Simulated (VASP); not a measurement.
# How U changes Sm2SeO2, part 3 of 5

Wanted: how far the results for Sm2SeO2 hang on the Hubbard correction. The start is a cell from a database of measured crystal structures.

VASP 6.6.1, plane waves and PAW; the level of theory is named at each step.

So far, largest spin moment in the PAW sphere (μB): step 2 (series over U, start order fm, U 0, PBEsol) 5.08; step 3 (series over U, start order AFM, U 0, PBEsol) 5.06; step 4 (series over U, start order fm, U 2, PBEsol, DFT+U) 4.98.

### Step 5. Series over U, start order AFM, U 2

This step: PBEsol, DFT+U (Sm f 2 eV), spin-polarised from an antiferromagnetic start; plane waves and PAW (Sm, Se, O) (VASP 6.6.1).

INCAR reads:

```
SYSTEM = Sm2SeO2
PREC = Accurate
ENCUT = 480
EDIFF = 1E-06
NELM = 150
ISMEAR = 0
SIGMA = 0.05
LREAL = .FALSE.
ALGO = Normal
GGA = PS
NBANDS = 36
ISPIN = 2
MAGMOM = 5 -5 0 0 0
LDAU = .TRUE.
LDAUTYPE = 2
LDAUL = 3 -1 -1
LDAUU = 2 0 0
LDAUJ = 0 0 0
LDAUPRINT = 1
LASPH = .TRUE.
LMAXMIX = 6
AMIX = 0.2
BMIX = 1E-04
AMIX_MAG = 0.8
BMIX_MAG = 1E-04
LORBIT = 11
LWAVE = .FALSE.
LCHARG = .FALSE.
KPAR = 2
NEDOS = 1200
```

POSCAR reads:

```
Sm2SeO2
1.0
    3.9160000000      0.0000000000      0.0000000000
   -1.9580000000      3.3913554812      0.0000000000
    0.0000000000      0.0000000000      6.9120000000
Sm Se O
2 1 2
Direct
    0.6666666667      0.3333333333      0.7100000000
    0.3333333333      0.6666666667      0.2900000000
    0.0000000000      0.0000000000      0.0000000000
    0.6666666667      0.3333333333      0.3800000000
    0.3333333333      0.6666666667      0.6200000000
```

KPOINTS reads:

```
Automatic mesh
0
Gamma
5 5 3
0 0 0
```

The projector-augmented-wave data sets are Sm, Se and O (PBE family, release 64).

On the command line:

```bash
$ mpirun -np 2 vasp_std
```

What it wrote:

```text
[... set-up lines as in an earlier step ...]
 entering main loop
       N       E                     dE             d eps       ncg     rms          rms(c)
DAV:   1     0.444677240129E+03    0.44468E+03   -0.17662E+04  2456   0.538E+03
DAV:   2     0.885547581773E+02   -0.35612E+03   -0.31572E+03  2424   0.507E+02
DAV:   3    -0.284668599098E+02   -0.11702E+03   -0.10916E+03  2900   0.278E+02
DAV:   4    -0.425415291792E+02   -0.14075E+02   -0.13821E+02  3100   0.994E+01
[...]
DAV:   8    -0.448279213964E+02    0.46850E+00   -0.48306E+00  2964   0.452E+01    0.459E+01
DAV:   9    -0.468444501026E+02   -0.20165E+01   -0.23909E+00  3024   0.687E+01    0.519E+01
DAV:  10    -0.452736940764E+02    0.15708E+01   -0.27893E+00  2704   0.796E+01    0.175E+01
[... 130 further cycles ...]
DAV: 141    -0.456967175974E+02    0.17752E-01   -0.90765E-03  3440   0.618E+00    0.958E+00
DAV: 142    -0.456547955263E+02    0.41922E-01   -0.16111E-02  3216   0.198E+01    0.976E+00
DAV: 143    -0.456747127030E+02   -0.19917E-01   -0.13080E-02  3280   0.140E+00    0.978E+00
DAV: 144    -0.456835142205E+02   -0.88015E-02   -0.80260E-03  3456   0.704E+00    0.930E+00
[...]
DAV: 148    -0.456691880207E+02    0.88328E-03   -0.14448E-02  3256   0.172E+00    0.823E+00
DAV: 149    -0.456680640599E+02    0.11240E-02   -0.22944E-03  3456   0.107E+00    0.851E+00
DAV: 150    -0.456689540604E+02   -0.89000E-03   -0.11435E-03  3432   0.456E+00
 -----------------------------------------------------------------------------
|                                                                             |
|           W    W    AA    RRRRR   N    N  II  N    N   GGGG   !!!           |
|           W    W   A  A   R    R  NN   N  II  NN   N  G    G  !!!           |
|           W    W  A    A  R    R  N N  N  II  N N  N  G       !!!           |
|           W WW W  AAAAAA  RRRRR   N  N N  II  N  N N  G  GGG   !            |
|           WW  WW  A    A  R   R   N   NN  II  N   NN  G    G                |
|           W    W  A    A  R    R  N    N  II  N    N   GGGG   !!!           |
|                                                                             |
|     The electronic self-consistency was not achieved in the given           |
|     number of steps (NELM). The forces and other quantities evaluated       |
|     might not be reliable so examine the results carefully. If you find     |
|     spurious results, we suggest increasing NELM, if you were close to      |
|     convergence or switching to a different ALGO or adjusting the           |
|     density mixing parameters otherwise.                                    |
|                                                                             |
 -----------------------------------------------------------------------------

   1 F= -.45668954E+02 E0= -.45654080E+02  d E =-.297482E-01  mag=    -0.0000
```

The job ended after 4.9 min (2 MPI ranks of Intel Xeon 6975P-C (Granite Rapids), shared host; peak memory 0.56 GiB).

Parts of OUTCAR (step 5):

```text
atom =   1  type =  1  l = 3

 onsite density matrix

spin component  1

  0.5838  0.0000 -0.0000 -0.4525 -0.0000  0.0000 -0.0000
  0.0000  0.6130 -0.0000 -0.0000 -0.1803 -0.0000  0.0000
 -0.0000 -0.0000  0.9680  0.0000 -0.0000 -0.1803 -0.0000
 -0.4525 -0.0000  0.0000  0.4528 -0.0000 -0.0000 -0.0000
 -0.0000 -0.1803 -0.0000 -0.0000  0.9680 -0.0000 -0.0000
  0.0000 -0.0000 -0.1803 -0.0000 -0.0000  0.6130 -0.0000
 -0.0000  0.0000 -0.0000 -0.0000 -0.0000 -0.0000  0.9801

spin component  2

  0.0074  0.0000 -0.0000  0.0031 -0.0000 -0.0000 -0.0000
  0.0000  0.0141 -0.0000 -0.0000  0.0005 -0.0000 -0.0000
 -0.0000 -0.0000  0.0056 -0.0000 -0.0000  0.0005 -0.0000
  0.0031 -0.0000 -0.0000  0.0209 -0.0000 -0.0000 -0.0000
 -0.0000  0.0005 -0.0000 -0.0000  0.0056 -0.0000  0.0000
 -0.0000 -0.0000  0.0005 -0.0000 -0.0000  0.0141 -0.0000
 -0.0000 -0.0000 -0.0000 -0.0000  0.0000 -0.0000  0.0058

 occupancies and eigenvectors

  o =  0.0055  v =  0.0000  0.0000  0.0000  0.0000  0.0000  0.0000  0.0000 -0.0000  0.0000 -0.9982  0.0000 -0.0007  0.0592 -0.0000      0.0000  0.0000  0.0000  0.0000  0.0000  0.0000  0.0000  0.0000  0.0000  0.0000  0.0000  0.0000  0.0000  0.0000
  o =  0.0055  v =  0.0000  0.0000  0.0000  0.0000  0.0000  0.0000  0.0000 -0.0000  0.0592  0.0007  0.0000 -0.9982 -0.0000  0.0000      0.0000  0.0000  0.0000  0.0000  0.0000  0.0000  0.0000  0.0000  0.0000  0.0000  0.0000  0.0000  0.0000  0.0000
  o =  0.0058  v =  0.0000  0.0000  0.0000  0.0000  0.0000  0.0000  0.0000  0.0000  0.0000  0.0000 -0.0000 -0.0000 -0.0000 -1.0000      0.0000  0.0000  0.0000  0.0000  0.0000  0.0000  0.0000  0.0000  0.0000  0.0000  0.0000  0.0000  0.0000  0.0000
  o =  0.0067  v =  0.0000  0.0000  0.0000  0.0000  0.0000  0.0000  0.0000 -0.9774  0.0000  0.0000  0.2114  0.0000  0.0000 -0.0000      0.0000  0.0000  0.0000  0.0000  0.0000  0.0000  0.0000  0.0000  0.0000  0.0000  0.0000  0.0000  0.0000  0.0000
  o =  0.0141  v =  0.0000  0.0000  0.0000  0.0000  0.0000  0.0000  0.0000 -0.0000 -0.9982 -0.0000 -0.0000 -0.0592 -0.0005  0.0000      0.0000  0.0000  0.0000  0.0000  0.0000  0.0000  0.0000  0.0000  0.0000  0.0000  0.0000  0.0000  0.0000  0.0000
  o =  0.0141  v =  0.0000  0.0000  0.0000  0.0000  0.0000  0.0000  0.0000  0.0000 -0.0005  0.0592  0.0000 -0.0000  0.9982 -0.0000      0.0000  0.0000  0.0000  0.0000  0.0000  0.0000  0.0000  0.0000  0.0000  0.0000  0.0000  0.0000  0.0000  0.0000
  o =  0.0216  v =  0.0000  0.0000  0.0000  0.0000  0.0000  0.0000  0.0000 -0.2114  0.0000  0.0000 -0.9774  0.0000  0.0000  0.0000      0.0000  0.0000  0.0000  0.0000  0.0000  0.0000  0.0000  0.0000  0.0000  0.0000  0.0000  0.0000  0.0000  0.0000
[...]
o =  0.9801  v =  0.0000  0.0000  0.0000  0.0000  0.0000  0.0000  0.0000 -0.0000 -0.0000  0.0000  0.0000  0.0000 -0.0000  1.0000      0.0000  0.0000  0.0000  0.0000  0.0000  0.0000  0.0000  0.0000  0.0000  0.0000  0.0000  0.0000  0.0000  0.0000
  o =  1.0436  v =  0.0000  0.0000  0.0000  0.0000  0.0000  0.0000  0.0000  0.0000  0.0000 -0.9224 -0.0000 -0.0000  0.3863  0.0000      0.0000  0.0000  0.0000  0.0000  0.0000  0.0000  0.0000  0.0000  0.0000  0.0000  0.0000  0.0000  0.0000  0.0000
  o =  1.0436  v =  0.0000  0.0000  0.0000  0.0000  0.0000  0.0000  0.0000  0.0000  0.3863  0.0000 -0.0000 -0.9224 -0.0000  0.0000      0.0000  0.0000  0.0000  0.0000  0.0000  0.0000  0.0000  0.0000  0.0000  0.0000  0.0000  0.0000  0.0000  0.0000

 spin component 1
 k-point     1 :       0.0000    0.0000    0.0000
  band No.  band energies     occupation
    ...
     20       1.4839      1.00000
     21       1.6775      1.00000
     22       2.3819      1.00000
     23       2.3820      1.00000
     24       2.5587      1.00000
     25       3.1624      0.00000
     26       3.1625      0.00000
     27       3.8852      0.00000
     28       5.7387      0.00000
     29       6.7984      0.00000
    ...

 k-point     2 :       0.2000    0.0000    0.0000
  band No.  band energies     occupation
    ...
     20       1.3941      1.00000
     21       1.6727      1.00000
     22       1.6933      1.00000
     23       2.2595      1.00000
     24       2.3445      1.00000
     25       2.9054      0.21692
     26       2.9990      0.00030
     27       3.9392      0.00000
     28       6.1664      0.00000
     29       6.8826      0.00000
    ...

  Total       -1.1699221     -1.1699221     -0.1099877      0.0000000      0.0000000      0.0000000
  in kB      -20.4196269    -20.4196269     -1.9197070      0.0000000      0.0000000      0.0000000
  external PRESSURE =     -14.2529869 kB  Pullay stress =       0.0000000 kB

 POSITION                                       TOTAL-FORCE (eV/Angst)
 -----------------------------------------------------------------------------------
      1.95800      1.13045      4.90752         0.000000      0.000000     -0.089765
     -0.00000      2.26090      2.00448         0.000000     -0.000000      0.089765
      0.00000      0.00000      0.00000        -0.000000      0.000000      0.000000
      1.95800      1.13045      2.62656        -0.000000     -0.000000     -0.462378
     -0.00000      2.26090      4.28544         0.000000      0.000000      0.462378
 -----------------------------------------------------------------------------------
    total drift:                               -0.000000     -0.000000     -0.000000

  FREE ENERGIE OF THE ION-ELECTRON SYSTEM (eV)
  ---------------------------------------------------
  free  energy   TOTEN  =       -45.6689540604 eV

  energy  without entropy=      -45.6392058514  energy(sigma->0) =      -45.65407996

 magnetization (x)
# of ion       s       p       d       f       tot
--------------------------------------------------
    1       -0.012  -0.079   0.055   5.056   5.021
    2        0.012   0.079  -0.055  -5.056  -5.021
    3        0.000   0.000   0.000   0.000   0.000
    4        0.003   0.042   0.000   0.000   0.045
    5       -0.003  -0.042   0.000   0.000  -0.045
--------------------------------------------------
tot          0.000   0.000   0.000  -0.000  -0.000

[... 8 parts as in an earlier step ...]

[... 12 further parts left out ...]
[key lines of the parts left out:]
E-fermi :   2.8778
```

The electronic loop did not meet EDIFF within NELM cycles, so this run is left out of the comparison.

### Step 6. Series over U, start order fm, U 3

This step: PBEsol, DFT+U (Sm f 3 eV), spin-polarised from a ferromagnetic start; plane waves and PAW (Sm, Se, O) (VASP 6.6.1).

Changes to INCAR since step 5:

```diff
@@ -12,3 +12,3 @@
 ISPIN = 2
-MAGMOM = 5 -5 0 0 0
+MAGMOM = 5 5 0 0 0
 LDAU = .TRUE.
@@ -16,3 +16,3 @@
 LDAUL = 3 -1 -1
-LDAUU = 2 0 0
+LDAUU = 3 0 0
 LDAUJ = 0 0 0
```

POSCAR is that of step 5.

KPOINTS is that of step 5.

On the command line:

```bash
$ mpirun -np 2 vasp_std
```

What it wrote:

```text
[... set-up lines as in an earlier step ...]
 entering main loop
       N       E                     dE             d eps       ncg     rms          rms(c)
DAV:   1     0.457472970269E+03    0.45747E+03   -0.17668E+04  2412   0.538E+03
DAV:   2     0.925334418163E+02   -0.36494E+03   -0.31552E+03  2484   0.496E+02
DAV:   3    -0.263787883999E+02   -0.11891E+03   -0.11005E+03  2844   0.280E+02
DAV:   4    -0.405341135801E+02   -0.14155E+02   -0.13944E+02  3096   0.960E+01
[...]
DAV:  68    -0.461213054835E+02    0.10651E-04   -0.79641E-05  3240   0.117E-01    0.294E-01
DAV:  69    -0.461213080582E+02   -0.25747E-05   -0.24363E-05  3232   0.391E-02    0.256E-01
DAV:  70    -0.461213085707E+02   -0.51253E-06   -0.14258E-06  1352   0.271E-02
   1 F= -.46121309E+02 E0= -.46120233E+02  d E =-.215194E-02  mag=    10.0001
```

Run time: 2.2 min. Hardware: 2 MPI ranks; peak memory 0.52 GiB; 4.4 min of CPU time.

OUTCAR, selected parts (step 6):

```text
  Total       -0.4075833     -0.4075833     -0.3098448     -0.0000000      0.0000000      0.0000000
  in kB       -7.1138920     -7.1138920     -5.4079804     -0.0000000      0.0000000      0.0000000
  external PRESSURE =      -6.5452548 kB  Pullay stress =       0.0000000 kB

 POSITION                                       TOTAL-FORCE (eV/Angst)
 -----------------------------------------------------------------------------------
      1.95800      1.13045      4.90752         0.000000      0.000000     -0.044997
     -0.00000      2.26090      2.00448         0.000000      0.000000      0.044997
      0.00000      0.00000      0.00000         0.000000      0.000000      0.000000
      1.95800      1.13045      2.62656         0.000000     -0.000000     -0.422492
     -0.00000      2.26090      4.28544        -0.000000      0.000000      0.422492
 -----------------------------------------------------------------------------------
    total drift:                                0.000000     -0.000000      0.000000

  FREE ENERGIE OF THE ION-ELECTRON SYSTEM (eV)
  ---------------------------------------------------
  free  energy   TOTEN  =       -46.1213085707 eV

  energy  without entropy=      -46.1191566264  energy(sigma->0) =      -46.12023260

 magnetization (x)
# of ion       s       p       d       f       tot
--------------------------------------------------
    1       -0.013  -0.079   0.055   4.995   4.958
    2       -0.013  -0.079   0.055   4.995   4.958
    3       -0.004  -0.080   0.001   0.000  -0.083
    4       -0.004  -0.059   0.000   0.000  -0.063
    5       -0.004  -0.059   0.000   0.000  -0.063
--------------------------------------------------
tot         -0.036  -0.357   0.111   9.989   9.707

[... 2 parts as in an earlier step ...]

[... 1 further part left out ...]
[key lines of the parts left out:]
E-fermi :   3.2481
```

The density of states is cut at 3.6 eV, since the bands computed begin to run out above.

Energy at zero smearing: -46.12023 eV.

(Continued in part 4 of 5.)

[Lines on the potential files, build, host, timing and source positions are cut from VASP's logs without a mark.]

[Logs are printed without paths, hosts, clocks, repeated set-up lines and the standing remarks that a program may print on its own settings, such as how far it seeks lower states.]

[Hosts, paths, dates, database ids (printed as entryN), source tags and the programs' standing remarks are cut or masked in the printed files.]

[In band tables of VASP the shares of atoms and orbitals are scaled to a sum of 1 inside the atoms' spheres.]

[Runs that stopped without an error message from VASP are left out.]
